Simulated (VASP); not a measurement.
OSZICAR of a VASP run on AgCl (rock salt):

OSZICAR:
```
       N       E                     dE             d eps       ncg     rms          rms(c)
DAV:   1    -0.716979757842E+01   -0.71698E+01   -0.42805E-01   421   0.815E+00    0.109E+00
DAV:   2    -0.717306653912E+01   -0.32690E-02   -0.53546E-02   441   0.315E+00    0.944E-01
DAV:   3    -0.717208876924E+01    0.97777E-03   -0.83416E-03   466   0.123E+00    0.612E-01
DAV:   4    -0.717214198512E+01   -0.53216E-04   -0.74314E-04   431   0.275E-01    0.363E-01
DAV:   5    -0.717212597755E+01    0.16008E-04   -0.41154E-05   426   0.799E-02    0.213E-01
DAV:   6    -0.717212427058E+01    0.17070E-05   -0.19147E-05   436   0.414E-02    0.129E-01
DAV:   7    -0.717212339851E+01    0.87207E-06   -0.17508E-06   293   0.139E-02
   1 F= -.71721234E+01 E0= -.71721234E+01  d E =-.342441E-15
```

Which electronic solver shows in the log?

It is blocked Davidson (ALGO = Normal, or the opening steps of other solvers). The INCAR had ALGO = Normal.

Can the final energy be trusted as converged?

Self-consistency was reached. It stopped with EDIFF = 1E-6, NELM = 60 (PBE0 hybrid, plane waves, VASP's PBE PAW potentials (set 64)).

The compound is AgCl in the rock salt structure. This cell is one point of a volume scan, at 0.94 of the reference volume. The cell's shape comes from a PBE relaxation.
